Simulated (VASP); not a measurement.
# Ba2ScSbO6 (Fm-3m) in VASP: single point with r2SCAN

Aim: the single point of Ba2ScSbO6 with r2SCAN.

Program: VASP 6.6.1. These are calculated values, not measurements. Logs are shortened: lines on timing, memory, paths and dates and some standing lists are left out, and cuts for length are marked.

### 1 The structure

Symmetry: Fm-3m, No. 225, cubic system. The conventional cell has a = 9.436 Å, b = 9.436 Å, c = 9.436 Å, α = 90.00°, β = 90.00°, γ = 90.00°. Ba (site symmetry -43m) has 6 O at 2.36 Å as nearest neighbours. Sc (site symmetry m-3m) is surrounded by 12 O at 3.34 Å. Sb (site symmetry m-3m) is surrounded by 12 O at 3.34 Å. O (site symmetry mmm) is surrounded by 2 Ba at 2.36 Å.

The cell comes from a database or a generator and needn't be the stable form of this composition.

### 2 Single point, r2SCAN

Input file POSCAR:

```
Ba2ScSbO6
1.0
    0.0000000000      4.7178690000      4.7178690000
    4.7178690000      0.0000000000      4.7178690000
    4.7178690000      4.7178690000      0.0000000000
Ba Sc Sb O
2 1 1 6
Direct
    0.2500000000      0.2500000000      0.2500000000
    0.7500000000      0.7500000000      0.7500000000
    0.0000000000      0.0000000000      0.0000000000
    0.5000000000      0.5000000000      0.5000000000
    0.0000000000      0.0000000000      0.5000000000
    0.0000000000      0.5000000000      0.0000000000
    0.0000000000      0.5000000000      0.5000000000
    0.5000000000      0.0000000000      0.5000000000
    0.5000000000      0.0000000000      0.0000000000
    0.5000000000      0.5000000000      0.0000000000
```

Input file INCAR.step1:

```
SYSTEM = Ba2ScSbO6
PREC = Accurate
ENCUT = 520
ISMEAR = 0
SIGMA = 0.05
LREAL = .FALSE.
LASPH = .TRUE.
NELM = 100
NBANDS = 47
GGA = PE
ALGO = Normal
EDIFF = 1E-4
LWAVE = .TRUE.
LCHARG = .FALSE.
```

Input file INCAR.step2:

```
SYSTEM = Ba2ScSbO6
PREC = Accurate
ENCUT = 520
EDIFF = 1E-6
ISMEAR = 0
SIGMA = 0.05
LREAL = .FALSE.
LASPH = .TRUE.
NELM = 100
ALGO = Normal
ISIF = 2
LWAVE = .FALSE.
LCHARG = .TRUE.
METAGGA = R2SCAN
LMIXTAU = .TRUE.
LELF = .TRUE.
LVHAR = .TRUE.
NBANDS = 47
ISTART = 1
```

Input file KPOINTS:

```
regular mesh
0
G
  3 3 3
  0 0 0
```

Potentials or basis: VASP PAW PBE potentials, release 64 (Ba_sv, Sc_sv, Sb, O).

On the command line:

```
cat potpaw_PBE.64/Ba_sv/POTCAR potpaw_PBE.64/Sc_sv/POTCAR potpaw_PBE.64/Sb/POTCAR potpaw_PBE.64/O/POTCAR > POTCAR
cp INCAR.step1 INCAR
mpirun -np 1 vasp_std > vasp.out
cp INCAR.step2 INCAR
mpirun -np 1 vasp_std > vasp.out
```

OUTCAR:

```text
SYSTEM = Ba2ScSbO6
   PREC = Accurate
   ENCUT = 520
   EDIFF = 1E-6
   ISMEAR = 0
   LREAL = .FALSE.
   LASPH = .TRUE.
   NELM = 100
   ISIF = 2
   METAGGA = R2SCAN
   ISTART = 1

 ion  position               nearest neighbor table
   1  0.250  0.250  0.250-   5 2.36   6 2.36   7 2.36   8 2.36   9 2.36  10 2.36   3 4.09   3 4.09
                             3 4.09   4 4.09   3 4.09   4 4.09   4 4.09   4 4.09   2 4.72   2 4.72
   2  0.750  0.750  0.750-   5 2.36   6 2.36   7 2.36   8 2.36   9 2.36  10 2.36   4 4.09   4 4.09
                             3 4.09   4 4.09   4 4.09   3 4.09   3 4.09   3 4.09   1 4.72   1 4.72
   3  0.000  0.000  0.000-   2 4.09   2 4.09   2 4.09   1 4.09   2 4.09   1 4.09   1 4.09   1 4.09

   4  0.500  0.500  0.500-   1 4.09   1 4.09   1 4.09   1 4.09   2 4.09   2 4.09   2 4.09   2 4.09

   5  0.000  0.000  0.500-   1 2.36   2 2.36
   6  0.000  0.500  0.000-   1 2.36   2 2.36
   7  0.000  0.500  0.500-   1 2.36   2 2.36
   8  0.500  0.000  0.500-   1 2.36   2 2.36
   9  0.500  0.000  0.000-   1 2.36   2 2.36
  10  0.500  0.500  0.000-   1 2.36   2 2.36

  LATTYP: Found a face centered cubic cell.
 ALAT       =     9.4357380000

  Lattice vectors:

 A1 = (   0.0000000000,   4.7178690000,   4.7178690000)
 A2 = (   4.7178690000,   0.0000000000,   4.7178690000)
 A3 = (   4.7178690000,   4.7178690000,   0.0000000000)

Analysis of symmetry for initial positions (statically):
=====================================================================
 Subroutine PRICEL returns:
 Original cell was already a primitive cell.

 Routine SETGRP: Setting up the symmetry group for a
 face centered cubic supercell.

 Subroutine GETGRP returns: Found 48 space group operations
 (whereof 48 operations were pure point group operations)
 out of a pool of 48 trial point group operations.

The static configuration has the point symmetry O_h .

Analysis of symmetry for dynamics (positions and initial velocities):
=====================================================================
 Subroutine PRICEL returns:
 Original cell was already a primitive cell.

 Routine SETGRP: Setting up the symmetry group for a
 face centered cubic supercell.

 Subroutine GETGRP returns: Found 48 space group operations
 (whereof 48 operations were pure point group operations)
 out of a pool of 48 trial point group operations.

The dynamic configuration has the point symmetry O_h .
[... 90 lines left out ...]
   LSORBIT =      F    spin-orbit coupling
   LASPH  =      T    aspherical Exc in radial PAW
   ENCUT  =  520.0 eV  38.22 Ry    6.18 a.u.  12.41 12.41 12.41*2*pi/ulx,y,z
   NELM   =    100;   NELMIN=  2; NELMDL=  0     # of ELM steps
   EDIFF  = 0.1E-05   stopping-criterion for ELM
   LREAL  =      F    real-space projection
[... 7 lines left out ...]
   TEBEG  =    0.0;   TEEND  =   0.0 temperature during run
   PSTRESS=    0.0 pullay stress
   NELECT =      72.0000    total number of electrons
   NUPDOWN=      -1.0000    fix difference up-down
   EMIN   =  10.00;   EMAX   =-10.00  energy-range for DOS
[... 5 lines left out ...]
     AMIX     =   0.40;   BMIX     =  1.00
     AMIX_MAG =   1.60;   BMIX_MAG =  1.00
  volume/ion in A,a.u.               =      21.00       141.73
  Fermi-wavevector in a.u.,A,eV,Ry     =   1.145767  2.165186 17.861496  1.312783
  Thomas-Fermi vector in A             =   2.282454
   LORBIT       =      0    0 simple, 1 ext, 2 COOP (PROOUT), +10 PAW based schemes
   METAGGA = R2SCAN    functional components
   LHFCALC =     F    Hartree Fock is set to
   AEXX    =    0.0000 exact exchange contribution
   IVDW    =     0    specifies the selected vdW correction
   LEPSILON=     F    determine dielectric tensor
   LRPA    =     F    only Hartree local field effects (RPA)
 non-spin polarized calculation
 Gauss-broadening in eV      SIGMA  =   0.05
  energy-cutoff  :      520.00
  volume of cell :      210.02
 maximum number of plane-waves:      5673
 NGX is ok and might be reduce to    50
   NGX = 25   NGY = 25   NGZ = 25

 number of electron      72.0000037 magnetization

 Free energy of the ion-electron system (eV)
  ---------------------------------------------------
  ext. energy  EPLUGINS =         0.00000000
  ---------------------------------------------------
  free energy    TOTEN  =      -129.00718443 eV

  energy without entropy =     -129.00679892  energy(sigma->0) =     -129.00699168

 E-fermi :   1.2169     XC(G=0):  -9.4207

 val. band max:        1.1147665831   @ k =  -0.3333   0.3333   0.0000
 cond. band min:       1.3127724709   @ k =   0.3333   0.3333   0.0000
 fundamental gap:      0.1980058878
 Fermi energy:         1.2169311424

 k-point     1 :       0.0000    0.0000    0.0000
  band No.  band energies     occupation
      1     -53.5809      2.00000
      2     -31.1007      2.00000
      3     -31.1007      2.00000
      4     -31.1007      2.00000
      5     -23.9710      2.00000
      6     -23.7018      2.00000
[... 189 lines left out ...]
     46       4.4353      0.00000
     47       6.9203      0.00000

------------------------ aborting loop because EDIFF is reached ----------------------------------------

  FORCE on cell =-STRESS in cart. coord.  units (eV):
  Direction    XX          YY          ZZ          XY          YZ          ZX
  --------------------------------------------------------------------------------------
  -------------------------------------------------------------------------------------
  Total       -2.8288717     -2.8288717     -2.8288717      0.0000000     -0.0000000      0.0000000
  in kB      -21.5802370    -21.5802370    -21.5802370      0.0000000     -0.0000000      0.0000000
  external PRESSURE =     -21.5802370 kB  Pullay stress =       0.0000000 kB

 VOLUME and BASIS-vectors are now :
 -----------------------------------------------------------------------------
  energy-cutoff  :      520.00
  volume of cell :      210.02
      direct lattice vectors                 reciprocal lattice vectors
     0.000000000  4.717869000  4.717869000    -0.105980052  0.105980052  0.105980052
     4.717869000  0.000000000  4.717869000     0.105980052 -0.105980052  0.105980052
     4.717869000  4.717869000  0.000000000     0.105980052  0.105980052 -0.105980052

 POSITION                                       TOTAL-FORCE (eV/Angst)
 -----------------------------------------------------------------------------------
      2.35893      2.35893      2.35893        -0.000000     -0.000000     -0.000000
      7.07680      7.07680      7.07680         0.000000      0.000000      0.000000
      0.00000      0.00000      0.00000         0.000000     -0.000000     -0.000000
      4.71787      4.71787      4.71787         0.000000     -0.000000     -0.000000
      2.35893      2.35893      0.00000         0.000000     -0.000000     -0.000000
      2.35893      0.00000      2.35893         0.000000     -0.000000     -0.000000
      4.71787      2.35893      2.35893         0.000000     -0.000000     -0.000000
      2.35893      4.71787      2.35893         0.000000     -0.000000     -0.000000
      0.00000      2.35893      2.35893         0.000000     -0.000000     -0.000000
      2.35893      2.35893      4.71787         0.000000     -0.000000     -0.000000
 -----------------------------------------------------------------------------------
    total drift:                                0.000000     -0.000000      0.000000

  FREE ENERGIE OF THE ION-ELECTRON SYSTEM (eV)
  ---------------------------------------------------
  free  energy   TOTEN  =      -129.0071844269 eV

  energy  without entropy=     -129.0067989232  energy(sigma->0) =     -129.00699168
```

OUTCAR.step1:

```text
SYSTEM = Ba2ScSbO6
   PREC = Accurate
   ENCUT = 520
   ISMEAR = 0
   LREAL = .FALSE.
   LASPH = .TRUE.
[... 435 lines left out ...]
      2.35893      4.71787      2.35893         0.000000     -0.000000      0.000000
      0.00000      2.35893      2.35893         0.000000     -0.000000      0.000000
      2.35893      2.35893      4.71787         0.000000     -0.000000      0.000000
 -----------------------------------------------------------------------------------
    total drift:                                0.000000     -0.000000      0.000000

  FREE ENERGIE OF THE ION-ELECTRON SYSTEM (eV)
  ---------------------------------------------------
  free  energy   TOTEN  =       -47.4944078319 eV

  energy  without entropy=      -47.4940715099  energy(sigma->0) =      -47.49423967
```

Run time: 5.1 min. Hardware: 1 thread of AMD EPYC 7R13 (Zen 3), shared host; peak memory 0.38 GiB.

What came out:

```yaml
Free_energy: -129.0072 eV
Pressure: -2.2 GPa
Band_gap_on_the_k_mesh: none (metal or under the smearing width)
```

Levels at points of the mesh, in eV from the Fermi level:
```csv
k point,band 33,band 34,band 35,band 36,band 37,band 38
"(0.00, 0.00, 0.00)",-0.95,-0.95,0.11,0.11,0.11,0.19
```

Caveat: the k mesh is coarse (spacing up to 0.38 Å⁻¹), so the values aren't converged; the PAW data sets were made with another functional, which shifts forces and pressure a little.
